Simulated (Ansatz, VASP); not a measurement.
# TiCo in two plane-wave programs, part 2 of 2

One calculation is typed for both programs; each brings its own data sets. How far apart do they land? The structure shown is the end of the Ansatz relaxation below.

VASP 6.6.1 and Ansatz 0.2.0.

So far: The structure; Ansatz: relaxation, PBE; VASP: single point, PBE, pair 1.

## 4. Comparison

Known differences besides the potentials themselves: VASP starts from the moments at which Ansatz ended; the data sets hold 29 valence electrons in Ansatz (on its default PAW (the set named soft_2) files) and 21 in VASP; the cutoff is 420 eV in Ansatz and 600 eV in VASP; Ansatz's pressure holds a Pulay correction, VASP's none; site moments are counted in spheres of each program's own size. Total energies have different zeros and are not compared.

The two programs side by side:

| quantity | Ansatz | VASP | difference |
| --- | --- | --- | --- |
| pressure (GPa) | 4.99 | 4.33 | +0.66 |
| total moment (μB) | 0.84 | 0.82 | +0.02 |
| moment on Co2 (μB) | 0.92 | 0.87 | +0.05 |

## 5. Ansatz: relaxation, PBE

This run makes the geometry at which the two programs are then compared. The cell compared in this pair holds 24.07 Å³, against 25.86 Å³ for the pair before.

The structure compared here is the end of the Ansatz relaxation.

input.yaml

```yaml
crystal:
  lattice:
    - [2.9854689699, 0.0, 0.0]
    - [0.0, 2.9854689699, 0.0]
    - [0.0, 0.0, 2.9854689699]
  atoms:
    - { symbol: Ti, position: [0.0, 0.0, 0.0] }
    - { symbol: Co, position: [0.5, 0.5, 0.5], spin: 1.07 }
kpoints:
  mp_grid: { grid: [16, 16, 16] }
hamiltonian:
  xc: pbe
scf:
  occupations: { method: gaussian, width: 0.15 }
output:
  forces: true
  stress: true
  eigenvalues: true
  populations: true
magnetization:
  spin_polarized: true
relax:
  adjacent_minimum: "off"
  f_tol: 0.001
  max_steps: 60
  cell: { stress_tol: 0.05, p_target: 20.0 }
```

Launch:

```
ansatz run input.yaml --threads 4 --pin off --max-ram 8192MiB --backend cpu --events-out ev --progress --plain --runs-dir out
```

Numbers of over 12 decimals in the logs are rounded to 6 here.

The program printed:

```text
[...]
Crystal: 2 atoms, lattice volume = 26.610 Å³
Basis set: ecut = 420 eV, 485 PW (Γ), exchange–correlation on 40×40×40 points (8 copies of the dense FFT grid, shifted against one another)
Bands: 20, of which v1, the nominal top of the filled ones, is band 15 counted from 1 (14 counted from 0)
Symmetry: 48 space group operations
[...]
cell:  # Å, volume = 24.0725 Å³
    - [2.887401, 0, 0]
    - [0, 2.887401, 0.0]
    - [0.0, 0.0, 2.887401]
  atoms:
    - { symbol: Ti, position: [0, 0, 0] }
    - { symbol: Co, position: [0.5, 0.5, 0.5] }
--- Löwdin populations: 2 sites ---
  site symbol       q [e]    m [muB]
     0     Ti     11.8563     0.0218
     1     Co     16.8173     0.6734
  spilling = 0.011257 (of n_electrons = 29.000000)
[key lines of the parts left out:]
SCF converged after 11 iterations
Magnetization: 0.6700 μB (14.8350 up, 14.1650 down)
Free energy (F): -7626.486764 eV
Fermi energy:    18.752506 eV
P = ⅓ Tr σ = 19.9933 GPa (199.933 kbar)
```

## 6. VASP: single point, PBE, pair 2

The same cell, functional, mesh and smearing now go to VASP, with its own data sets.

INCAR

```
SYSTEM = TiCo
PREC = Accurate
ENCUT = 600
EDIFF = 1E-06
NELM = 200
ISMEAR = 0
SIGMA = 0.15
LREAL = .FALSE.
ALGO = Normal
GGA = PE
NBANDS = 18
ISPIN = 2
MAGMOM = 0.02 0.69
LASPH = .TRUE.
LMAXMIX = 4
LORBIT = 11
LWAVE = .FALSE.
LCHARG = .FALSE.
ISIF = 2
GGA_COMPAT = .FALSE.
KPAR = 2
```

POSCAR

```
TiCo
1.0
    2.8874005102      0.0000000000      0.0000000000
    0.0000000000      2.8874005102      0.0000000000
    0.0000000000      0.0000000000      2.8874005102
Ti Co
1 1
Direct
    0.0000000000      0.0000000000      0.0000000000
    0.5000000000      0.5000000000      0.5000000000
```

KPOINTS

```
Automatic mesh
0
Gamma
16 16 16
0 0 0
```

PAW data sets: Ti_sv and Co (PBE family, release 64).

Launch:

```
mpirun -np 2 vasp_std
```

The program printed:

```text
[... set-up lines as in an earlier step ...]
 entering main loop
       N       E                     dE             d eps       ncg     rms          rms(c)
DAV:   1     0.165935074419E+03    0.16594E+03   -0.11022E+04 11976   0.165E+03
DAV:   2    -0.805345691257E+01   -0.17399E+03   -0.16862E+03 12010   0.363E+02
DAV:   3    -0.173457554735E+02   -0.92923E+01   -0.91597E+01 15434   0.905E+01
DAV:   4    -0.175978904586E+02   -0.25213E+00   -0.25108E+00 14250   0.128E+01
[...]
DAV:  16    -0.155498693276E+02   -0.33558E-04   -0.20605E-04 13218   0.121E-01    0.170E-02
DAV:  17    -0.155498727201E+02   -0.33926E-05   -0.72288E-05 15834   0.908E-02    0.751E-03
DAV:  18    -0.155498733441E+02   -0.62396E-06   -0.63816E-06 11000   0.285E-02
   1 F= -.15549873E+02 E0= -.15536733E+02  d E =-.262808E-01  mag=     0.5969
```

OUTCAR, selected parts (step 6):

```text
  Total        2.8287299      2.8287299      2.8287299     -0.0000000     -0.0000000     -0.0000000
  in kB      188.2699390    188.2699390    188.2699390     -0.0000000     -0.0000000     -0.0000000
  external PRESSURE =     188.2699390 kB  Pullay stress =       0.0000000 kB

 POSITION                                       TOTAL-FORCE (eV/Angst)
 -----------------------------------------------------------------------------------
      0.00000      0.00000      0.00000         0.000000      0.000000      0.000000
      1.44370      1.44370      1.44370         0.000000      0.000000      0.000000
 -----------------------------------------------------------------------------------
    total drift:                                0.000000      0.000000     -0.000000

  FREE ENERGIE OF THE ION-ELECTRON SYSTEM (eV)
  ---------------------------------------------------
  free  energy   TOTEN  =       -15.5498733441 eV

  energy  without entropy=      -15.5235925767  energy(sigma->0) =      -15.53673296

 magnetization (x)
# of ion       s       p       d       tot
------------------------------------------
    1       -0.001  -0.008   0.021   0.011
    2        0.023  -0.003   0.586   0.607
--------------------------------------------------
tot          0.022  -0.010   0.607   0.618

[... 1 part as in an earlier step ...]

[... 2 further parts left out ...]
[key lines of the parts left out:]
E-fermi :  11.3103
```

The run ends at a pressure of 18.83 GPa.

## 7. Comparison

What differs besides the data sets and the points named for the pairs above, as far as they apply: the data sets hold 29 valence electrons in Ansatz (on its default PAW (the set named soft_2) files) and 21 in VASP. Total energies have different zeros and are not compared.

The two programs side by side:

| quantity | Ansatz | VASP | difference |
| --- | --- | --- | --- |
| pressure (GPa) | 19.99 | 18.83 | +1.17 |
| total moment (μB) | 0.67 | 0.60 | +0.07 |
| moment on Co2 (μB) | 0.69 | 0.61 | +0.08 |

## 8. Other set-ups

Further runs change the set-up of one program: Ansatz's method, potentials or start, or VASP's data sets, cutoff or form of LDA. The table gives Ansatz less VASP for each quantity, since a change that brings one quantity closer may part another.

| run | pressure (GPa) | total moment (μB) |
| --- | --- | --- |
| as above | 1.2 | 0.073 |
| VASP with the data sets Ti_sv and Co_sv | 1.9 | 1.0e-5 |

## 9. Results

```json
{
  "difference in total moment (single point, PBE, pair 1)": "0.024 μB",
  "difference in pressure (single point, PBE, pair 1)": "0.66 GPa",
  "difference in pressure (single point, PBE, pair 2)": "1.2 GPa"
}
```

The difference in pressure is 1.2 GPa (single point, PBE, pair 2), beyond the 1 GPa picked in this series as the mark of a large difference. The data sets hold unlike numbers of valence electrons (29 in Ansatz and 21 in VASP), so part of the differences comes from the potentials. Single point, PBE, pair 2, VASP with the data sets Ti_sv and Co_sv: the difference in pressure goes from 1.2 to 1.9 GPa; the difference in total moment goes from 0.073 to 1.0e-5 μB. Such differences can come from data sets, numerical settings and the points named under the comparisons, not from the functional's error against experiment.

[Lines on the potential files, build, host, timing and source positions are cut from VASP's logs without a mark.]

[Logs are printed without paths, hosts, clocks, repeated set-up lines and the standing remarks that a program may print on its own settings, such as how far it seeks lower states.]

[Hosts, paths, dates, database ids (printed as entryN), source tags and the programs' standing remarks are cut or masked in the printed files.]
